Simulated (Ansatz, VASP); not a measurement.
# Cross-check of Mo2CO2 (Mo2CO2 MXene, 1 layer) between VASP and Ansatz

Wanted: the spread between two codes on one cell, functional and k mesh. The structure shown is the start of the Ansatz relaxation below; VASP solves that cell, so the two are compared at the walk's first step.

Method: plane waves, with VASP 6.6.1 beside it; single point at PBE, in Ansatz 0.2.0.

## Step 1: The starting structure

The cell holds 5 atoms: 2 O, 2 Mo and 1 C. Its edges and angles: a = 3.025 Å, b = 3.025 Å, c = 21.519 Å, α = 90.0°, β = 90.0°, γ = 120.0°. Vacuum lies along c.

## Step 2: Ansatz: relaxation, PBE

Ansatz runs on its default PAW (the set named soft_2) files.

The two programs are compared at the cell with which this relaxation starts, whose forces are those of its first step.

Input file input.yaml:

```yaml
crystal:
  lattice:
    - [3.024736, 0.0, 0.0]
    - [-1.512368, 2.6194982157, 0.0]
    - [0.0, 0.0, 21.5190393187]
  atoms:
    - { symbol: O, position: [0.3333333333, 0.6666666667, 0.3949990459] }
    - { symbol: Mo, position: [0.6666666667, 0.3333333333, 0.4445384052] }
    - { symbol: C, position: [0.0, 0.0, 0.5] }
    - { symbol: Mo, position: [0.3333333333, 0.6666666667, 0.5554615948] }
    - { symbol: O, position: [0.6666666667, 0.3333333333, 0.6050009541] }
kpoints:
  mp_grid: { grid: [12, 12, 1] }
hamiltonian:
  xc: pbe
scf:
  occupations: { method: fermi_dirac, width: 0.05 }
  convergence: { dr2_threshold: 1.0e-08 }
efield:
  axis: 3
  dipole_correction: true
  ramp_position: 0.97
  ramp_width: 0.04
relax:
  f_tol: 0.01
  cell: { fix: [c, alpha, beta] }
output:
  write_potential: true
  write_density: true
  volumetric_format: npy
```

The run is started by

```sh
$ ansatz run input.yaml --threads 4 --pin off --max-ram 8192MiB --backend cpu --events-out ev --progress --plain --runs-dir out
```

Numbers of over 12 decimals in the logs are rounded to 6 here.

The log of the run:

```text
Warning: relax.cell: scf.convergence.dr2_threshold = 1e-8 eV is looser than the 5e-10 eV advised for a relaxation that steers and ends on the stress (1e-10 eV for each atom of the cell: 5). What an SCF threshold leaves in a stress goes as its square root, and in the free energy as the threshold itself, and one threshold admits the most on a small cell: [figures from the program's tests cut] Set scf.convergence.dr2_threshold to 5e-10 eV or tighter. The threshold is an SCF's pass mark: one that does not reach it within its budget of iterations ends unconverged, or closes short of it on a stop that the run arms, and scf.convergence.dr2_threshold's page says what that costs each kind of run
Engine: ansatz 0.2.0, aarch64-unknown-linux-gnu
Pseudopotentials: kind: paw
Pseudopotential: O, paw, valence charge 6, recommended cutoff 420 eV (normal), O.paw.azcp
Pseudopotential: Mo, paw, valence charge 14, recommended cutoff 420 eV (normal), Mo.paw.azcp
Pseudopotential: C, paw, valence charge 4, recommended cutoff 420 eV (normal), C.paw.azcp
Functional definition: PBE
  parameter kappa = 0.804
  parameter beta = 0.066725
  exchange = pbe_x(kappa = kappa, mu = beta*pi^2/3)
  correlation = pbe_c(beta = beta)
Crystal: 5 atoms, lattice volume = 170.502 Å³
Basis set: ecut = 420 eV, 3287 PW (Γ), exchange–correlation on 48×48×288 points (8 copies of the dense FFT grid, shifted against one another)
Bands: 27, of which v1, the nominal top of the filled ones, is band 22 counted from 1 (21 counted from 0)
Symmetry: 6 space group operations
k-points: 19 of 144 (time reversal used)
Non-local potential: O, projectors of the file, l = 0: 2, l = 1: 2, l = 2: 1
Non-local potential: Mo, projectors of the file, l = 0: 3, l = 1: 2, l = 2: 2, l = 3: 1
Non-local potential: C, projectors of the file, l = 0: 2, l = 1: 2, l = 2: 1
PAW form: soft (Blöchl's): semilocal exchange-correlation on the pseudo side does not see the compensation charge
PAW one-centre angular grid: O, 110 points (default); XC on 64 Gauss nodes
PAW one-centre angular grid: Mo, 590 points (default); XC on 64 Gauss nodes
PAW one-centre angular grid: C, 110 points (default); XC on 64 Gauss nodes
Initial density: superposition of atomic densities (neutral atoms: chi_scale 0, normalization atom), corrected by the library's trained network
Initial wavefunctions: pseudopotential atomic-orbital guess
Functional: x = pbe(κ = 0.804, μ = 0.219515), c = pbe(β = 0.066725)
SCF iter   1: F=—  HF=-11297.191186 eV  |F-HF|=—  |Δ(HF+E_count)|=         —  Δρ=6.30e-3  dr2=7.05e-2  ethr=1.77e-3  p=-0.000 e·Å  D=-1.03e-4 V/Å  ΔV_dip=0.00 eV  dr2_dipole=5.07e-8  V_vac-E_F(+/−)=5.36/5.36 eV  ⟨swp⟩=9.9  Hψ=3122  notcnv=0
efield: sawtooth ramp at fractional position 0.9700 (set: `efield.ramp_position`, or a place that a band, a saddle search or an elastic batch's reference lends), width 0.0400; the density the first Hamiltonian is built on has a dipole p = -0.000 e·Å; the dipole correction subtracts the counter field D = -1.03e-4 V/Å, which shifts the + side's vacuum level by +0.00 eV against the − side's; the planar-averaged density in the ramp window peaks in size at 1.2e-5 e/Å³
preconditioner: auto → LDOS  [metal: Δε(μ)=0.021 eV  Ē_g=8.830 eV  σ=0.050 eV  W_gap=0.11  n_scr=14 (ndim 8)  ℏωp=15.0 eV  f_vac=0.673  D(μ)=4.01/eV (n_scr^D=14)  β→1.0]
SCF iter   2: F=—  HF=-11297.181698 eV  |F-HF|=—  |Δ(HF+E_count)|=   9.49e-3  Δρ=3.32e-3  dr2=1.22e-2  ethr=1.60e-4  p=-0.000 e·Å  D=-4.08e-5 V/Å  ΔV_dip=0.00 eV  dr2_dipole=1.72e-6  V_vac-E_F(+/−)=5.66/5.66 eV  ⟨swp⟩=2.5  Hψ=1091  notcnv=0
SCF iter   3: F=—  HF=-11297.180223 eV  |F-HF|=—  |Δ(HF+E_count)|=   1.48e-3  Δρ=1.15e-3  dr2=1.87e-3  ethr=2.78e-5  p=-0.000 e·Å  D=-3.91e-5 V/Å  ΔV_dip=0.00 eV  dr2_dipole=1.47e-7  V_vac-E_F(+/−)=5.72/5.72 eV  ⟨swp⟩=3.5  Hψ=1256  notcnv=0
SCF iter   4: F=—  HF=-11297.180031 eV  |F-HF|=—  |Δ(HF+E_count)|=   1.91e-4  Δρ=2.89e-4  dr2=1.20e-4  ethr=4.24e-6  p=0.000 e·Å  D=1.63e-6 V/Å  ΔV_dip=-0.00 eV  dr2_dipole=4.01e-10  V_vac-E_F(+/−)=5.73/5.73 eV  ⟨swp⟩=2.2  Hψ=735  notcnv=0
SCF iter   5: F=—  HF=-11297.180056 eV  |F-HF|=—  |Δ(HF+E_count)|=   2.46e-5  Δρ=3.89e-5  dr2=2.47e-6  ethr=2.73e-7  p=0.000 e·Å  D=6.35e-6 V/Å  ΔV_dip=-0.00 eV  dr2_dipole=2.39e-9  V_vac-E_F(+/−)=5.73/5.73 eV  ⟨swp⟩=2.1  Hψ=900  notcnv=0
SCF iter   6: F=—  HF=-11297.180218 eV  |F-HF|=—  |Δ(HF+E_count)|=   1.62e-4  Δρ=9.43e-6  dr2=1.04e-7  ethr=5.62e-9  p=0.000 e·Å  D=2.90e-6 V/Å  ΔV_dip=-0.00 eV  dr2_dipole=3.39e-10  V_vac-E_F(+/−)=5.74/5.74 eV  ⟨swp⟩=3.5  Hψ=1176  notcnv=0
[...]
iter 1 solved again at ethr=7.20e-7 eV; its pass at ethr=3.10e-3 eV (dr2=3.17e-4 eV) is discarded
SCF iter   1: F=—  HF=-11297.396098 eV  |F-HF|=—  |Δ(HF+E_count)|=         —  Δρ=2.90e-5  dr2=4.87e-8  ethr=7.20e-7  p=0.000 e·Å  D=2.46e-6 V/Å  ΔV_dip=-0.00 eV  dr2_dipole=1.34e-11  V_vac-E_F(+/−)=6.35/6.35 eV  ⟨swp⟩=3.9  Hψ=4699  notcnv=0
efield: sawtooth ramp at fractional position 0.9700 (set: `efield.ramp_position`, or a place that a band, a saddle search or an elastic batch's reference lends), width 0.0400; the density the first Hamiltonian is built on has a dipole p = 0.000 e·Å; the dipole correction subtracts the counter field D = 2.46e-6 V/Å, which shifts the + side's vacuum level by -0.00 eV against the − side's; the planar-averaged density in the ramp window peaks in size at 4.3e-6 e/Å³
eigensolver tolerance schedule: the retry pair's looser diagonalisation over-reported the residual by 6506.59 of it (diagonalisation noise at an unbounded share of the residual, at the tolerance the schedule requests for it); recorded, not acted on — ethr = c·dr2/N_el stays at c = 1.0e-1
preconditioner: auto → LDOS  [metal: Δε(μ)=0.122 eV  Ē_g=8.426 eV  σ=0.050 eV  W_gap=0.49  n_scr=14 (ndim 8)  ℏωp=14.7 eV  f_vac=0.676  D(μ)=1.92/eV (n_scr^D=8)  β→1.0]
SCF iter   2: F=—  HF=-11297.396468 eV  |F-HF|=—  |Δ(HF+E_count)|=   3.70e-4  Δρ=6.33e-6  dr2=6.38e-8  ethr=1.11e-10  p=0.000 e·Å  D=3.47e-6 V/Å  ΔV_dip=-0.00 eV  dr2_dipole=2.78e-11  V_vac-E_F(+/−)=6.35/6.35 eV  ⟨swp⟩=5.3  Hψ=1873  notcnv=0
SCF iter   3: F=—  HF=-11297.396468 eV  |F-HF|=—  |Δ(HF+E_count)|=   1.15e-8  Δρ=2.41e-6  dr2=1.20e-8  ethr=1.11e-10  p=0.000 e·Å  D=2.59e-6 V/Å  ΔV_dip=-0.00 eV  dr2_dipole=6.46e-13  V_vac-E_F(+/−)=6.35/6.35 eV  ⟨swp⟩=2.0  Hψ=779  notcnv=0
SCF iter   4: F=-11297.396468 eV  HF=-11297.396468 eV  |F-HF|=1.33e-7  |Δ(HF+E_count)|=   1.29e-7  Δρ=4.67e-7  dr2=3.28e-10  ethr=2.27e-11  p=0.000 e·Å  D=2.48e-6 V/Å  ΔV_dip=-0.00 eV  dr2_dipole=1.89e-13  V_vac-E_F(+/−)=6.35/6.35 eV  ⟨swp⟩=14.0  Hψ=4164  notcnv=0
SCF 9 converged in 4 iterations: F = -11297.396468 eV  dr2 = 3.28e-10
relax step   9: F+E_penalty+E_count = -11297.39646815 eV  Δ(F+E_penalty+E_count) = -2.512e-4 eV  max|allowed force component| = 3.823e-4 eV/Å  Δτ_max = 0.0000 Å  P = +0.003 GPa  Ω = 178.158 Å³  fix = [c, alpha, beta]  reactions: c -0.001 GPa  stress off target by 5.00e-3 GPa on what of the cell is left free  SCF on the basis re-selected at this cell (its energy is not comparable with the rows above)  (4 SCF iters)
basis re-selected at this cell: Δ(F+E_penalty+E_count) = -2.512e-4 eV, ΔP = +0.001 GPa vs the last step (what re-selecting the basis moved, of the pressure what is left beyond the Pulay correction that the steps carried, after the strain that the cell walked since its last selection, with what the two solves' SCF thresholds leave and, on support functions, any second-order correction that the steps lacked; it is no m [...]
WARN: The output density's exchange-correlation potential varies sharply where the density is thin. Do not read a vacuum level from v_tot or v_xc, or from such a field of the output density. On a cell that repeats whose density bears no net charge and no dipole along the vacuum's axis use v_es (v_loc + v_h of the components); under efield.dipole_correction with no amplitude use v_es + v_field, which holds any externa [...]
SCF converged after 4 iterations
Free energy (F): -11297.396468 eV
Harris-Foulkes:  -11297.396468 eV  (|F-HF|=1.33e-7)
Internal energy: -11297.380106 eV  (E = F + TS)
E sigma→0 (E₀):  -11297.388287 eV
Entropy (-TS):   -0.016362 eV (-3.272 meV/atom)
Fermi energy:    0.331989 eV
Dipole field:    D = 0.000003 V/Å  (p = 0.000003 e·Å, saw-weighted, corrected)
Work function:   Φ+ = 6.3467 eV   Φ− = 6.3468 eV
Levels:          The Fermi level and band energies are counted from a zero that moves with the ramp; work functions are not
--- Per-component energies (eV) ---
  E_band       = -869.341857
  E_kinetic    = 1319.682896
  E_local      = -45338.445864  (includes V_loc(G=0)·N_el)
  E_nonlocal   = 405.095743
  E_hartree    = 21906.289675
  E_xc         = -562.696592
  E_vxc        = -706.025629  (∫ρ·V_xc dr)
  E_paw        = -6815.158218  (= ΣΔE_a)
  E_vpaw       = -362.234057  (= ΣTr[D̂ρ^β])
  E_aug_tail   = 0.004832  (compensation charges beyond the density's cutoff)
  E_efield     = 0.000000  (sawtooth field / dipole correction)
  E_vefield    = -0.000029  (∫n·V_field dr)
  E_ewald      = 17787.847423
  E_smearing   = -0.016362  (= −TS)
  E_closure    = 0.000000  (closes the sum)
  Σ components = -11297.396468   (vs F -11297.396468, Δ=0.00e0)
--- Forces (eV/Å), atoms counted from 1 ---
  atom   1  O     -0.00000000    -0.00000000     0.00015014
  atom   2  Mo    -0.00000000     0.00000000    -0.00038003
  atom   3  C      0.00000000     0.00000000    -0.00000086
  atom   4  Mo     0.00000000     0.00000000     0.00038205
  atom   5  O      0.00000000     0.00000000    -0.00015244
  max |Σ_I F_I| component: 1.14e-6 eV/Å
--- Stress (GPa, compression-positive) ---
        0.005001       0.000000       0.000000
        0.000000       0.005001      -0.000000
        0.000000      -0.000000      -0.000533
  P = ⅓ Tr σ = 0.0032 GPa (0.032 kbar)
--- Band table (eV; the first three rows and the last of 19) ---
  k-point 0: bands = [... 18 lower, -1.9656, -1.9656, -1.8854, -1.8854, -0.2256, 0.6485, 0.6485, 2.2236, ... 1 higher]
  k-point 1: bands = [... 18 lower, -2.6508, -1.9019, -1.4497, -1.2010, -0.1762, 0.7424, 0.7959, 2.2206, ... 1 higher]
  k-point 2: bands = [... 18 lower, -3.1746, -2.0514, -1.4469, -0.6743, 0.2326, 1.0065, 1.1001, 2.1581, ... 1 higher]
  k-point 18: bands = [... 18 lower, -3.6314, -3.6314, -0.2468, -0.1180, -0.1180, 1.8301, 1.8301, 2.4491, ... 1 higher]
--- Relaxed structure (7 steps of the walk, 6 accepted, 2 SCFs on fresh bases) ---
  F+E_penalty+E_count = -11297.39646815 eV   max|allowed force component| = 3.823e-4 eV/Å   (the final SCF, on the basis selected at the relaxed cell)
  cell:  # Å, volume = 178.1579 Å³
    - [3.091903, 0, 0]
    - [-1.545951, 2.677666, 0]
    - [0, 0, 21.5190393187]
  atoms:
    - { symbol: O, position: [0.333333, 0.666667, 0.396062] }
    - { symbol: Mo, position: [0.666667, 0.333333, 0.448057] }
    - { symbol: C, position: [0, 0, 0.500000] }
    - { symbol: Mo, position: [0.333333, 0.666667, 0.551943] }
    - { symbol: O, position: [0.666667, 0.333333, 0.603938] }
```

## Step 3: VASP: single point, PBE, start cell

The same cell, functional, mesh and smearing now go to VASP, with its own data sets.

Lines of VASP's logs that name or quote its potential files are left out, and so is its time.

Input file INCAR:

```
SYSTEM = Mo2CO2
PREC = Accurate
ENCUT = 520
EDIFF = 1E-06
NELM = 120
ISMEAR = -1
SIGMA = 0.05
LREAL = .FALSE.
ALGO = Normal
GGA = PE
NBANDS = 28
LASPH = .TRUE.
LORBIT = 11
LWAVE = .FALSE.
LCHARG = .FALSE.
ISIF = 2
LDIPOL = .TRUE.
IDIPOL = 3
DIPOL = 0.5 0.5 0.5
LVHAR = .TRUE.
GGA_COMPAT = .FALSE.
NELMDL = -8
KPAR = 2
```

Input file POSCAR:

```
Mo2CO2
1.0
    3.0247360000      0.0000000000      0.0000000000
   -1.5123680000      2.6194980000      0.0000000000
    0.0000000000      0.0000000000     21.5190390000
O Mo C
2 2 1
Direct
    0.3333333333      0.6666666667      0.3949990518
    0.6666666667      0.3333333333      0.6050009482
    0.6666666667      0.3333333333      0.4445383923
    0.3333333333      0.6666666667      0.5554616077
    0.0000000000      0.0000000000      0.5000000232
```

Input file KPOINTS:

```
Automatic mesh
0
Gamma
12 12 1
0 0 0
```

Potentials, in the order of the species: O, Mo_sv and C (PBE family, release 64).

The run is started by

```sh
$ mpirun -np 2 vasp_std
```

The log of the run:

```text
[banner, memory and clock lines left out]
running    2 mpi-ranks, on    1 nodes
 distrk:  each k-point on    1 cores,    2 groups
 distr:  one band on    1 cores,    1 groups

 POSCAR found type information on POSCAR O MoC
 POSCAR found :  3 types and       5 ions
 LDA part: xc-table for (Slater+PW92), standard interpolation
 POSCAR, INCAR and KPOINTS ok, starting setup
 FFT: planning ... GRIDC
 FFT: planning ... GRID_SOFT
 FFT: planning ... GRID
 WAVECAR not read
 entering main loop
       N       E                     dE             d eps       ncg     rms          rms(c)
DAV:   1     0.419527154903E+03    0.41953E+03   -0.26164E+04  1296   0.138E+03
DAV:   2    -0.271481265906E+02   -0.44668E+03   -0.43904E+03  1344   0.381E+02
DAV:   3    -0.543796612470E+02   -0.27232E+02   -0.26502E+02  1240   0.905E+01
DAV:   4    -0.551720739007E+02   -0.79241E+00   -0.78666E+00  1404   0.144E+01
DAV:   5    -0.551832999931E+02   -0.11226E-01   -0.11205E-01  1324   0.156E+00
DAV:   6    -0.551836152307E+02   -0.31524E-03   -0.31515E-03  1408   0.244E-01
DAV:   7    -0.551836266654E+02   -0.11435E-04   -0.11434E-04  1320   0.392E-02
DAV:   8    -0.551836271820E+02   -0.51665E-06   -0.51670E-06  1180   0.778E-03    0.516E+01
DAV:   9    -0.463851184874E+02    0.87985E+01   -0.68545E+01  1080   0.501E+01    0.123E+01
DAV:  10    -0.460747253320E+02    0.31039E+00   -0.16682E+01  1084   0.256E+01    0.130E+01
DAV:  11    -0.453245714698E+02    0.75015E+00   -0.30080E+00  1180   0.130E+01    0.228E+00
DAV:  12    -0.453383202229E+02   -0.13749E-01   -0.26961E-01  1168   0.303E+00    0.762E-01
DAV:  13    -0.453319118654E+02    0.64084E-02   -0.28933E-02  1240   0.108E+00    0.277E-01
DAV:  14    -0.453319894333E+02   -0.77568E-04   -0.41526E-03  1204   0.407E-01    0.132E-01
[...]
DAV:  20    -0.453322435562E+02   -0.36130E-04   -0.21623E-06   904   0.101E-02    0.253E-03
DAV:  21    -0.453322935700E+02   -0.50014E-04   -0.23976E-06   884   0.778E-03    0.190E-03
DAV:  22    -0.453322971614E+02   -0.35914E-05   -0.40039E-07   808   0.305E-03    0.109E-03
DAV:  23    -0.453323035347E+02   -0.63734E-05   -0.57334E-07   740   0.337E-03    0.951E-04
DAV:  24    -0.453323046403E+02   -0.11056E-05   -0.80252E-08   620   0.164E-03    0.390E-04
DAV:  25    -0.453323066903E+02   -0.20499E-05   -0.89418E-08   664   0.977E-04    0.267E-04
DAV:  26    -0.453323078367E+02   -0.11464E-05   -0.59042E-08   628   0.627E-04    0.207E-04
DAV:  27    -0.453323081099E+02   -0.27322E-06   -0.15069E-08   556   0.372E-04
   1 F= -.45332308E+02 E0= -.45315377E+02  d E =-.338630E-01
```

(Part 1 of 2 ends here.)

[Lines on the potential files, build, host, timing and source positions are cut from VASP's logs without a mark.]

[Logs are printed without paths, hosts, clocks, repeated set-up lines and the standing remarks that a program may print on its own settings, such as how far it seeks lower states.]

[Hosts, paths, dates, database ids (printed as entryN), source tags and the programs' standing remarks are cut or masked in the printed files.]
